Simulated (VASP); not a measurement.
Calculation: PBE GGA with D4 dispersion, VASP's PBE PAW potentials (set 64) (plane waves; VASP 6.6.1).

VASP input:

INCAR:
```
# general
SYSTEM  = Y
PREC    = Accurate
ENCUT   = 520   # plane-wave cut-off (eV)
LREAL   = .False.
LASPH   = .True.

# electronic loop
EDIFF   = 1E-7   # SCF stop (eV)
NELM    = 100
ALGO    = Normal   # blocked Davidson
LMAXMIX = 4   # l cut-off of mixed one-centre charges

# smearing
ISMEAR  = 1
SIGMA   = 0.1

# functional
GGA     = PE   # PBE
IVDW    = 13   # D4

# ions
IBRION  = 2
NSW     = 30   # most ionic steps
ISIF    = 4
EDIFFG  = -0.01   # ionic stop

# output
LWAVE   = .False.
LCHARG  = .False.
```

### KPOINTS
```
Regular mesh
0
gamma
  12 12 7
0 0 0
```

POSCAR:
```
Y
1.0
  1.8469322210  -3.1989807201   0.0000000000
  1.8469322210   3.1989807201   0.0000000000
  0.0000000000   0.0000000000   5.6973190854
Y
2
Cart
  1.8469322210   1.0663290394   1.4243297714
  1.8469322210  -1.0663290394   4.2729893141
```

POTCAR, in this order: Y_sv (PBE.64 set). Program: vasp_std.

Task: What will the output report for the number of irreducible k-points (NKPTS), largest plane-wave count, number of space-group operations, FFT grid (NGX, NGY, NGZ)?

Result: 
| Quantity | Result |
|---|---|
| number of irreducible k-points (NKPTS) | 76 |
| largest plane-wave count | 1830 |
| number of space-group operations | 24 |
| FFT grid (NGX, NGY, NGZ) | 28 × 28 × 42 |

The compound is Y in the hcp structure. This cell is one point of a volume scan, at 1.06 of the reference volume. Symmetry was kept, so distortions that lower it aren't found.
